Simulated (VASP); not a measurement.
Shape and ions are relaxed at each volume.

Data:

```yaml
crystal:
  lattice:
    - [1.58609, -2.74719, 0.00000]
    - [1.58609, 2.74719, 0.00000]
    - [0.00000, 0.00000, 3.54327]
  atoms:
    - { symbol: Zr, position: [0.00000, 0.00000, 0.00000] }
    - { symbol: B, position: [0.33333, 0.66667, 0.50000] }
    - { symbol: B, position: [0.66667, 0.33333, 0.50000] }
```

Level of theory: PBE GGA, VASP's PBE PAW potentials (set 64) (plane waves; VASP). Numerical set-up: 520 eV cut-off, 11×11×9 Γ-centred mesh, first-order Methfessel-Paxton smearing of 0.10 eV, potentials Zr_sv B.

### Question
Give the energy at these volumes per atom, relative to the lowest: 9.67, 9.98, 10.28, 10.59, 10.90 Å³.

### Answer
31.3, 7.6, 0.0, 6.2, 24.3 meV/atom. A third-order Birch-Murnaghan fit gives B0 = 238 GPa and B0′ = 3.9.

The compound is ZrB2 in the AlB2 type structure. It was relaxed first.
